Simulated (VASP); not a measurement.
All values below come from LDA (Ceperley-Alder, Perdew-Zunger), VASP's LDA PAW potentials (set 64) (plane waves; VASP).

VASP input:

**KPOINTS**
```
kpoints
0
G
 8 8 8
```

File POSCAR:
```
Al3Sc
1
    4.0725710053     0.0000000000     0.0000000000
    0.0000000000     4.0725710053     0.0000000000
    0.0000000000     0.0000000000     4.0725710053
Sc Al
1 3
Direct
  0.0000000000   0.0000000000   0.0000000000
  0.0000000000   0.5000000000   0.5000000000
  0.5000000000   0.0000000000   0.5000000000
  0.5000000000   0.5000000000   0.0000000000
```

### INCAR
```
ALGO  =  Normal
EDIFF  =  1E-7
ENCUT  =  520
ISIF  =  2
ISMEAR  =  1
LASPH  =  .TRUE.
LCHARG  =  .FALSE.
LMAXMIX  =  4
LREAL  =  .FALSE.
LWAVE  =  .FALSE.
NELM  =  100
PREC  =  Accurate
SIGMA  =  0.1
SYSTEM  =  Al3Sc
```

POTCAR, in this order: Sc_sv Al (LDA.64 set). Program: vasp_std.

Task: What does the run give for the energy per atom (σ→0), pressure, band gap (on the k-mesh)?

Result: 
| Quantity | Result |
|---|---|
| energy per atom (σ→0) | -513.1 kJ/mol-atom |
| band gap (on the k-mesh) | none (metal, semimetal or under 0.01 eV) |
| pressure | -2.61 GPa |

**OSZICAR**
```
...
DAV:   8    -0.212738969099E+02    0.28989E-01   -0.47427E-02  1580   0.201E+00    0.250E-01
DAV:   9    -0.212736161455E+02    0.28076E-03   -0.47224E-03  1356   0.936E-01    0.170E-01
DAV:  10    -0.212734342234E+02    0.18192E-03   -0.49581E-04  1622   0.301E-01    0.649E-02
DAV:  11    -0.212734250601E+02    0.91633E-05   -0.20847E-05  1416   0.505E-02    0.338E-02
DAV:  12    -0.212734199631E+02    0.50970E-05   -0.28803E-05  1632   0.682E-02    0.247E-03
DAV:  13    -0.212734199373E+02    0.25772E-07   -0.10373E-06  1474   0.126E-02    0.152E-03
DAV:  14    -0.212734199249E+02    0.12431E-07   -0.60216E-08   760   0.368E-03
   1 F= -.21273420E+02 E0= -.21272912E+02  d E =-.152260E-02
```

The compound is Al3Sc in the L1_2 structure. This cell is one point of a volume scan, at 1.03 of the reference volume.
